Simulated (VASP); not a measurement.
# ZnCdSO: structure and properties in VASP, part 5 of 5

What structure does ZnCdSO take at this level, and what are its properties? The cell is invented: it takes the structure of a Materials Project entry for ZnCdSeS (space group 156 there), with some of its atoms replaced by other elements, volume scaled by an estimate. It may not be a known or stable phase.

VASP 6.6.1, plane waves and PAW; the level of theory is named at each step.

So far, gap on the k-mesh (eV): step 2 (rough relaxation of the start cell, r2SCAN) 0.643; step 6 (density of states (r2SCAN)) 0.621; step 7 (a semilocal run for the hybrid's start, PBE) 0.224; step 9 (volume scan with r2SCAN) 0.656; step 10 (volume scan with r2SCAN (run 2)) 0.645.

### Step 11. Volume scan with r2SCAN (run 3)

Level of this step: r2SCAN; plane waves and PAW (Cd, Zn, S, O); invented cell (VASP).

INCAR

```
SYSTEM = ZnCdSO
PREC = Accurate
ENCUT = 520
EDIFF = 1E-06
NELM = 100
ISMEAR = 0
SIGMA = 0.05
LREAL = .FALSE.
ALGO = Normal
METAGGA = R2SCAN
LASPH = .TRUE.
NBANDS = 24
LORBIT = 11
LWAVE = .FALSE.
LCHARG = .FALSE.
KPAR = 2
ISIF = 2
```

POSCAR

```
ZnCdSO
1.0
    3.7104995971      0.0000000000      0.0000000000
   -1.8552497986      3.2133871636      0.0000000000
    0.0000000000      0.0000000000      5.9153078092
Cd Zn S O
1 1 1 1
Direct
    0.0000000000      0.0000000000      0.4654295487
    0.3333333300      0.6666666700      0.0314759406
    0.0000000000      0.0000000000      0.8949359676
    0.3333333300      0.6666666700      0.3601585432
```

KPOINTS

```
Automatic mesh
0
Gamma
7 7 4
0 0 0
```

The projector-augmented-wave data sets are Cd, Zn, S and O (PBE family, release 64).

The run is started by

```console
mpirun -np 2 vasp_std
```

Log:

```text
[... set-up lines as in an earlier step ...]
 entering main loop
       N       E                     dE             d eps       ncg     rms          rms(c)
DAV:   1     0.238455854725E+03    0.23846E+03   -0.18152E+04  1344   0.173E+03
DAV:   2    -0.356001949824E+02   -0.27406E+03   -0.26188E+03  1464   0.400E+02
DAV:   3    -0.577022966565E+02   -0.22102E+02   -0.21955E+02  1608   0.118E+02
DAV:   4    -0.580049557365E+02   -0.30266E+00   -0.30254E+00  1536   0.146E+01
[...]
DAV:  14    -0.473874478741E+02    0.74611E-04   -0.28926E-04  1712   0.139E-01    0.250E-02
DAV:  15    -0.473874452086E+02    0.26655E-05   -0.36491E-05  1368   0.439E-02    0.638E-03
DAV:  16    -0.473874461551E+02   -0.94647E-06   -0.12967E-06  1096   0.147E-02
   1 F= -.47387446E+02 E0= -.47387446E+02  d E =-.464324E-17
```

Elapsed: 42 s, on 2 MPI ranks of Intel Xeon 6975P-C (Granite Rapids), shared host; peak memory 0.43 GiB.

OUTCAR, selected parts (step 11):

```text
  Total        0.8429171      0.8429173      0.8412131     -0.0000000      0.0000000      0.0000000
  in kB       19.1479674     19.1479704     19.1092584     -0.0000000      0.0000000      0.0000000
  external PRESSURE =      19.1350654 kB  Pullay stress =       0.0000000 kB

 POSITION                                       TOTAL-FORCE (eV/Angst)
 -----------------------------------------------------------------------------------
      0.00000      0.00000      2.75316         0.000000      0.000000      0.031571
     -0.00000      2.14226      0.18619         0.000000      0.000000     -0.061458
      0.00000      0.00000      5.29382         0.000000     -0.000000     -0.039908
     -0.00000      2.14226      2.13045        -0.000000     -0.000000      0.069796
 -----------------------------------------------------------------------------------
    total drift:                                0.000010     -0.000015      0.038818

  FREE ENERGIE OF THE ION-ELECTRON SYSTEM (eV)
  ---------------------------------------------------
  free  energy   TOTEN  =       -47.3874461551 eV

  energy  without entropy=      -47.3874461551  energy(sigma->0) =      -47.38744616

[... 1 part as in an earlier step ...]

[... 2 further parts left out ...]
[key lines of the parts left out:]
E-fermi :   1.7564
```

The pressure falls from 4.09 to 1.91 GPa.

The run ends at a pressure of 1.91 GPa, with forces up to 0.070 eV/Å.

### Step 12. Volume scan with r2SCAN (run 4)

INCAR is that of step 11.

POSCAR

```
ZnCdSO
1.0
    3.7355713009      0.0000000000      0.0000000000
   -1.8677856505      3.2350998977      0.0000000000
    0.0000000000      0.0000000000      5.9552773176
Cd Zn S O
1 1 1 1
Direct
    0.0000000000      0.0000000000      0.4654295487
    0.3333333300      0.6666666700      0.0314759406
    0.0000000000      0.0000000000      0.8949359676
    0.3333333300      0.6666666700      0.3601585432
```

KPOINTS is that of step 11.

The run is started by

```console
mpirun -np 2 vasp_std
```

Log:

```text
[... set-up lines as in an earlier step ...]
 entering main loop
       N       E                     dE             d eps       ncg     rms          rms(c)
DAV:   1     0.241207082201E+03    0.24121E+03   -0.18161E+04  1344   0.172E+03
DAV:   2    -0.359053937433E+02   -0.27711E+03   -0.26467E+03  1512   0.402E+02
DAV:   3    -0.577452175713E+02   -0.21840E+02   -0.21693E+02  1648   0.118E+02
DAV:   4    -0.580403883173E+02   -0.29517E+00   -0.29506E+00  1480   0.145E+01
[...]
DAV:  14    -0.473962318655E+02    0.74539E-04   -0.28344E-04  1720   0.136E-01    0.223E-02
DAV:  15    -0.473962294003E+02    0.24652E-05   -0.34521E-05  1368   0.423E-02    0.665E-03
DAV:  16    -0.473962303782E+02   -0.97790E-06   -0.12694E-06  1048   0.132E-02
   1 F= -.47396230E+02 E0= -.47396230E+02  d E =-.375392E-17
```

Wall time 42 s (2 MPI ranks); peak memory 0.43 GiB.

OUTCAR, selected parts (step 12):

```text
  Total       -0.0113127     -0.0113127     -0.0274419      0.0000000      0.0000000     -0.0000000
  in kB       -0.2518424     -0.2518425     -0.6109115      0.0000000      0.0000000     -0.0000000
  external PRESSURE =      -0.3715321 kB  Pullay stress =       0.0000000 kB

 POSITION                                       TOTAL-FORCE (eV/Angst)
 -----------------------------------------------------------------------------------
      0.00000      0.00000      2.77176        -0.000000      0.000000     -0.000508
     -0.00000      2.15673      0.18745         0.000000      0.000000     -0.000254
      0.00000      0.00000      5.32959        -0.000000      0.000000     -0.006951
     -0.00000      2.15673      2.14484         0.000000     -0.000000      0.007713
 -----------------------------------------------------------------------------------
    total drift:                                0.000008     -0.000014      0.047752

  FREE ENERGIE OF THE ION-ELECTRON SYSTEM (eV)
  ---------------------------------------------------
  free  energy   TOTEN  =       -47.3962303782 eV

  energy  without entropy=      -47.3962303782  energy(sigma->0) =      -47.39623038

[... 2 parts as in an earlier step ...]

[... 1 further part left out ...]
[key lines of the parts left out:]
E-fermi :   1.5759
```

The pressure falls from 1.91 to -0.04 GPa.

The run ends at a pressure of -0.04 GPa, with forces up to 0.0077 eV/Å.

### Step 13. Volume scan with r2SCAN (run 5)

INCAR is that of step 12.

POSCAR

```
ZnCdSO
1.0
    3.7603109047      0.0000000000      0.0000000000
   -1.8801554524      3.2565250247      0.0000000000
    0.0000000000      0.0000000000      5.9947173896
Cd Zn S O
1 1 1 1
Direct
    0.0000000000      0.0000000000      0.4654295487
    0.3333333300      0.6666666700      0.0314759406
    0.0000000000      0.0000000000      0.8949359676
    0.3333333300      0.6666666700      0.3601585432
```

KPOINTS is that of step 12.

The run is started by

```console
mpirun -np 2 vasp_std
```

Log:

```text
[... set-up lines as in an earlier step ...]
 entering main loop
       N       E                     dE             d eps       ncg     rms          rms(c)
DAV:   1     0.241533916715E+03    0.24153E+03   -0.18157E+04  1344   0.172E+03
DAV:   2    -0.344739820058E+02   -0.27601E+03   -0.26462E+03  1448   0.398E+02
DAV:   3    -0.577184825320E+02   -0.23245E+02   -0.23058E+02  1656   0.119E+02
DAV:   4    -0.580604630703E+02   -0.34198E+00   -0.34186E+00  1480   0.154E+01
[...]
DAV:  14    -0.473884228818E+02    0.75823E-04   -0.28119E-04  1712   0.135E-01    0.207E-02
DAV:  15    -0.473884207274E+02    0.21544E-05   -0.33848E-05  1376   0.415E-02    0.724E-03
DAV:  16    -0.473884216619E+02   -0.93447E-06   -0.13682E-06   960   0.127E-02
   1 F= -.47388422E+02 E0= -.47388422E+02  d E =-.460742E-17
```

Wall time 42 s (2 MPI ranks); peak memory 0.44 GiB; 81 s of CPU time.

Parts of OUTCAR (step 13):

```text
  Total       -0.8074900     -0.8074901     -0.8373236      0.0000000      0.0000000      0.0000000
  in kB      -17.6238525    -17.6238553    -18.2749850      0.0000000      0.0000000      0.0000000
  external PRESSURE =     -17.8408976 kB  Pullay stress =       0.0000000 kB

 POSITION                                       TOTAL-FORCE (eV/Angst)
 -----------------------------------------------------------------------------------
      0.00000      0.00000      2.79012        -0.000000      0.000000     -0.027237
     -0.00000      2.17102      0.18869        -0.000000      0.000000      0.049611
      0.00000      0.00000      5.36489        -0.000000      0.000000      0.026076
     -0.00000      2.17102      2.15905         0.000000     -0.000000     -0.048449
 -----------------------------------------------------------------------------------
    total drift:                                0.000002     -0.000010      0.047098

  FREE ENERGIE OF THE ION-ELECTRON SYSTEM (eV)
  ---------------------------------------------------
  free  energy   TOTEN  =       -47.3884216619 eV

  energy  without entropy=      -47.3884216619  energy(sigma->0) =      -47.38842166

[... 1 part as in an earlier step ...]

[... 2 further parts left out ...]
[key lines of the parts left out:]
E-fermi :   1.4019
```

The pressure falls from -0.04 to -1.78 GPa.

The run ends at a pressure of -1.78 GPa, with forces up to 0.050 eV/Å.

### Step 14. Volume scan with r2SCAN (run 6)

INCAR is that of step 13.

POSCAR

```
ZnCdSO
1.0
    3.7847291921      0.0000000000      0.0000000000
   -1.8923645961      3.2776718837      0.0000000000
    0.0000000000      0.0000000000      6.0336452167
Cd Zn S O
1 1 1 1
Direct
    0.0000000000      0.0000000000      0.4654295487
    0.3333333300      0.6666666700      0.0314759406
    0.0000000000      0.0000000000      0.8949359676
    0.3333333300      0.6666666700      0.3601585432
```

KPOINTS is that of step 13.

The run is started by

```console
mpirun -np 2 vasp_std
```

Log:

```text
[... set-up lines as in an earlier step ...]
 entering main loop
       N       E                     dE             d eps       ncg     rms          rms(c)
DAV:   1     0.239481946895E+03    0.23948E+03   -0.18131E+04  1344   0.170E+03
DAV:   2    -0.352115633343E+02   -0.27469E+03   -0.26224E+03  1488   0.396E+02
DAV:   3    -0.577440864931E+02   -0.22533E+02   -0.22376E+02  1656   0.117E+02
DAV:   4    -0.580673853396E+02   -0.32330E+00   -0.32316E+00  1520   0.150E+01
[...]
DAV:  16    -0.473656946706E+02   -0.15554E-05   -0.14458E-06  1000   0.124E-02    0.288E-03
DAV:  17    -0.473656957716E+02   -0.11010E-05   -0.11621E-06   840   0.857E-03    0.156E-03
DAV:  18    -0.473656953350E+02    0.43656E-06   -0.14943E-07   680   0.352E-03
   1 F= -.47365695E+02 E0= -.47365695E+02  d E =-.858300E-17
```

Wall time 46 s (2 MPI ranks); peak memory 0.43 GiB.

OUTCAR, selected parts (step 14):

```text
  Total       -1.5356138     -1.5356140     -1.5837136      0.0000000     -0.0000000      0.0000000
  in kB      -32.8709703    -32.8709754    -33.9005846      0.0000000     -0.0000000      0.0000000
  external PRESSURE =     -33.2141768 kB  Pullay stress =       0.0000000 kB

 POSITION                                       TOTAL-FORCE (eV/Angst)
 -----------------------------------------------------------------------------------
      0.00000      0.00000      2.80824        -0.000000     -0.000000     -0.048913
     -0.00000      2.18511      0.18991         0.000000      0.000000      0.088257
      0.00000      0.00000      5.39973        -0.000000      0.000000      0.059162
     -0.00000      2.18511      2.17307         0.000000      0.000000     -0.098506
 -----------------------------------------------------------------------------------
    total drift:                               -0.000004     -0.000006      0.035658

  FREE ENERGIE OF THE ION-ELECTRON SYSTEM (eV)
  ---------------------------------------------------
  free  energy   TOTEN  =       -47.3656953350 eV

  energy  without entropy=      -47.3656953350  energy(sigma->0) =      -47.36569534

[... 1 part as in an earlier step ...]

[... 2 further parts left out ...]
[key lines of the parts left out:]
E-fermi :   1.2336
```

The pressure falls from -1.78 to -3.32 GPa.

The run ends at a pressure of -3.32 GPa, with forces up to 0.099 eV/Å.

### Step 15. Volume scan with r2SCAN (run 7)

A prediction first. A parabola through the 6 pressures of evenly scaled cells so far, P = -0.04 -92.3 t +224 t² GPa with t = ln(V/V₁) and V₁ the volume at scale 1, gives -4.66 GPa at t = +0.0583.

INCAR is that of step 14.

POSCAR

```
ZnCdSO
1.0
    3.8088363975      0.0000000000      0.0000000000
   -1.9044181988      3.2985493375      0.0000000000
    0.0000000000      0.0000000000      6.0720771141
Cd Zn S O
1 1 1 1
Direct
    0.0000000000      0.0000000000      0.4654295487
    0.3333333300      0.6666666700      0.0314759406
    0.0000000000      0.0000000000      0.8949359676
    0.3333333300      0.6666666700      0.3601585432
```

KPOINTS is that of step 14.

The run is started by

```console
mpirun -np 2 vasp_std
```

Log:

```text
[... set-up lines as in an earlier step ...]
 entering main loop
       N       E                     dE             d eps       ncg     rms          rms(c)
DAV:   1     0.238083492727E+03    0.23808E+03   -0.18059E+04  1344   0.169E+03
DAV:   2    -0.356619647274E+02   -0.27375E+03   -0.26231E+03  1496   0.396E+02
DAV:   3    -0.577664712537E+02   -0.22105E+02   -0.21954E+02  1640   0.117E+02
DAV:   4    -0.580623848392E+02   -0.29591E+00   -0.29581E+00  1472   0.144E+01
[...]
DAV:  16    -0.473296326071E+02   -0.12975E-05   -0.19810E-06   984   0.142E-02    0.328E-03
DAV:  17    -0.473296339668E+02   -0.13597E-05   -0.14270E-06   912   0.876E-03    0.209E-03
DAV:  18    -0.473296333967E+02    0.57006E-06   -0.13911E-07   680   0.325E-03
   1 F= -.47329633E+02 E0= -.47329633E+02  d E =-.219567E-16
```

Wall time 48 s (2 MPI ranks); peak memory 0.44 GiB; 92 s of CPU time.

From OUTCAR (step 15):

```text
  Total       -2.2200859     -2.2200862     -2.2941539      0.0000000      0.0000000      0.0000000
  in kB      -46.6259587    -46.6259660    -48.1815263      0.0000000      0.0000000      0.0000000
  external PRESSURE =     -47.1444837 kB  Pullay stress =       0.0000000 kB

 POSITION                                       TOTAL-FORCE (eV/Angst)
 -----------------------------------------------------------------------------------
      0.00000      0.00000      2.82612         0.000000      0.000000     -0.067044
     -0.00000      2.19903      0.19112         0.000000      0.000000      0.119482
      0.00000      0.00000      5.43412         0.000000     -0.000000      0.091796
     -0.00000      2.19903      2.18691        -0.000000      0.000000     -0.144235
 -----------------------------------------------------------------------------------
    total drift:                               -0.000006     -0.000005      0.018949

  FREE ENERGIE OF THE ION-ELECTRON SYSTEM (eV)
  ---------------------------------------------------
  free  energy   TOTEN  =       -47.3296333967 eV

  energy  without entropy=      -47.3296333967  energy(sigma->0) =      -47.32963340

[... 1 part as in an earlier step ...]

[... 2 further parts left out ...]
[key lines of the parts left out:]
E-fermi :   1.0713
```

The pressure falls from -3.32 to -4.71 GPa. The parabola predicted -4.66 GPa, +0.05 GPa off.

### Step 16. Comparing the runs

Times are for 2 MPI ranks of Intel Xeon 6975P-C (Granite Rapids), shared host. The series side by side:

| no. | volume scale | energy above the lowest point (meV/atom) | pressure (GPa) | gap on the k-mesh (eV) | time | memory (GiB) |
| --- | --- | --- | --- | --- | --- | --- |
| 1 | 0.94 | 21.08 | 6.532 | 0.6556 | 43 s | 0.43 |
| 2 | 0.96 | 9.04 | 4.093 | 0.6448 | 42 s | 0.43 |
| 3 | 0.98 | 2.2 | 1.914 | 0.6327 | 42 s | 0.43 |
| 4 | 1 | 0 | -0.03715 | 0.6194 | 42 s | 0.43 |
| 5 | 1.02 | 1.95 | -1.784 | 0.6052 | 42 s | 0.44 |
| 6 | 1.04 | 7.63 | -3.321 | 0.59 | 46 s | 0.43 |
| 7 | 1.06 | 16.65 | -4.714 | 0.5740 | 48 s | 0.44 |

### Step 17. Fit for r2SCAN

This step: Birch-Murnaghan fit, r2SCAN; plane waves and PAW; invented cell (VASP 6.6.1).

This step runs nothing: it gathers the runs above.

Numbers from this step:

```
pressure derivative of the bulk modulus : 4.526
r.m.s. error of the fit                 : 1.51e-6 eV/atom
minimum inside the sampled range        : yes
bulk modulus                            : 92.37 GPa
equilibrium volume of the fit           : 18.00 Å³/atom
```

Table of energy above the fitted minimum by volume:

| volume (Å³/atom) | energy above the fitted minimum (eV/atom) |
| --- | --- |
| 16.913 | 0.0211 |
| 17.273 | 0.00905 |
| 17.633 | 0.00220 |
| 17.992 | 3.3e-6 |
| 18.352 | 0.00196 |
| 18.712 | 0.00764 |
| 19.072 | 0.0167 |

The fitted volume lies +0.02 % from the relaxed one. The atoms bear forces along the scan, since they were held; freeing them would lower the modulus.

### Step 18. Summary of results

| Item | Value |
| --- | --- |
| relaxed volume | 17.99 Å³/atom |
| relaxed conventional cell a, b, c | 3.736, 3.736, 5.955 Å; angles 90.0, 90.0, 120.0° |
| space group after relaxing, within 0.02 Å | P3m1 (No. 156) |
| band gap | 0.619 eV, direct |
| gap among the points of the DOS mesh alone, an upper bound | 0.621 eV |
| band gap (HSE06) | 1.40 eV, direct |
| bulk modulus from the fit | 92.4 GPa |
| volume from the fit | 18.0 Å³/atom |

With r2SCAN, ZnCdSO relaxes to 17.99 Å³/atom in space group P3m1 (held by the symmetry of the run), has a direct gap of 0.619 eV (1.40 eV with HSE06) and has a bulk modulus of 92.4 GPa at fixed shape and positions, an upper bound. Band structure (r2SCAN): The path shows a direct gap of 0.62 eV (valence top at Γ, conduction bottom at Γ). Band structure (HSE06): On this path the gap is direct, 1.40 eV, with the valence top at Γ and the conduction bottom at Γ. The other levels ran on the cell relaxed with r2SCAN, and without spin-orbit coupling unless named. Semilocal functionals usually underestimate gaps. Spin-orbit coupling is left out; it would split some degenerate bands. No search among competing phases was made. All values are for a static lattice at zero temperature.

[Lines on the potential files, build, host, timing and source positions are cut from VASP's logs without a mark.]

[Logs are printed without paths, hosts, clocks, repeated set-up lines and the standing remarks that a program may print on its own settings, such as how far it seeks lower states.]

[Hosts, paths, dates, database ids (printed as entryN), source tags and the programs' standing remarks are cut or masked in the printed files.]

[A measured line is paired with the nearest computed mode of its activity, which favours agreement.]
